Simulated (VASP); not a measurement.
OSZICAR of a VASP run on Al$_{2}$In$_{2}$As$_{4}$ (ordered alloy cell):

**OSZICAR**
```
       N       E                     dE             d eps       ncg     rms          rms(c)
DAV:   1     0.362786183145E+03    0.36279E+03   -0.18884E+04  1116   0.134E+03
DAV:   2     0.594869214276E+01   -0.35684E+03   -0.34718E+03  1186   0.345E+02
DAV:   3    -0.365929335446E+02   -0.42542E+02   -0.41750E+02  1460   0.134E+02
DAV:   4    -0.381069330339E+02   -0.15140E+01   -0.15095E+01  1343   0.272E+01
DAV:   5    -0.381772112393E+02   -0.70278E-01   -0.70263E-01  1729   0.571E+00    0.791E+00
DAV:   6    -0.371537096389E+02    0.10235E+01   -0.19644E+00  1493   0.174E+01    0.446E+00
DAV:   7    -0.370194452432E+02    0.13426E+00   -0.10667E+00  1705   0.563E+00    0.132E+00
DAV:   8    -0.370084459124E+02    0.10999E-01   -0.99596E-02  1613   0.318E+00    0.771E-01
DAV:   9    -0.370087438911E+02   -0.29798E-03   -0.99482E-03  1566   0.128E+00    0.226E-01
DAV:  10    -0.370086287558E+02    0.11514E-03   -0.25934E-03  1686   0.570E-01    0.995E-02
DAV:  11    -0.370087228133E+02   -0.94058E-04   -0.34305E-04  1428   0.102E-01    0.712E-02
DAV:  12    -0.370087209592E+02    0.18541E-05   -0.32531E-05  1523   0.448E-02    0.179E-02
DAV:  13    -0.370087221115E+02   -0.11524E-05   -0.56841E-06  1161   0.119E-02    0.869E-03
DAV:  14    -0.370087213795E+02    0.73203E-06   -0.20152E-06   912   0.794E-03
   1 F= -.37008721E+02 E0= -.37008721E+02  d E =-.370087E+02
       N       E                     dE             d eps       ncg     rms          rms(c)
DAV:   1    -0.370101320606E+02   -0.14099E-02   -0.39429E-02  1470   0.252E+00    0.225E-01
DAV:   2    -0.370091620530E+02    0.97001E-03   -0.28367E-03  1484   0.831E-01    0.830E-02
DAV:   3    -0.370089757302E+02    0.18632E-03   -0.66852E-04  1521   0.356E-01    0.364E-02
DAV:   4    -0.370089759988E+02   -0.26860E-06   -0.38877E-05  1257   0.495E-02    0.250E-02
DAV:   5    -0.370089758543E+02    0.14448E-06   -0.54892E-06  1327   0.175E-02
   2 F= -.37008976E+02 E0= -.37008976E+02  d E =-.254475E-03
```

Task: Which electronic solver shows in the log?

Result: It is blocked Davidson (ALGO = Normal, or the opening steps of other solvers). The INCAR had ALGO = Normal.

Task: Can the final energy be trusted as converged?

Result: The calculation finished and met its thresholds. It stopped with EDIFF = 1E-6, NELM = 100, NSW = 60 and EDIFFG = -0.02 after 2 ionic steps (PBEsol GGA, plane waves, VASP's PBE PAW potentials (set 64)).

The structure was generated: Al2In2As4 was put into an ordered model structure (P-4m2), which need not be its known phase. This run relaxes it. Symmetry was kept, so distortions that lower it aren't found. The start is the result of an earlier pass.
